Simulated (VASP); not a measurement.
```xyz
1
Lattice="-1.3305 1.3305 1.3305 1.3305 -1.3305 1.3305 1.3305 1.3305 -1.3305" Properties=species:S:1:pos:R:3 pbc="T T T"
Fe     0.0000     0.0000     0.0000
```
Starting moments (μB, in the order of the record's atoms Fe): 2.0.

All values below come from LDA (Ceperley-Alder, Perdew-Zunger), VASP's LDA PAW potentials (set 64) (plane waves; VASP 6.6.1). Run with 500 eV cut-off, 19×19×19 Γ-centred mesh, first-order Methfessel-Paxton smearing of 0.10 eV, potentials Fe.

Energy and stress use the plane-wave basis of the starting cell.

Q: The ions, cell shape and volume at an external pressure of 45.0 GPa are relaxed. Predict the relaxed structure.

A: 
```xyz
1
Lattice="-1.3145 1.3145 1.3145 1.3145 -1.3145 1.3145 1.3145 1.3145 -1.3145" Properties=species:S:1:pos:R:3 pbc="T T T"
Fe     2.6291     0.0000     0.0000
```
Space group Im-3m (229), at a tolerance of 0.03 Å. The cell ends with 1.68 μB, on the sites 1.64 μB.

Q: How do energy and volume change from the first to the last step?

A: The energy (σ→0) changes by +77.5 meV/atom and the volume by -3.5 %, in 4 ionic steps.

The compound is Fe in the bcc structure. This run relaxes it under an external pressure of 45 GPa. Symmetry was kept, so distortions that lower it aren't found.
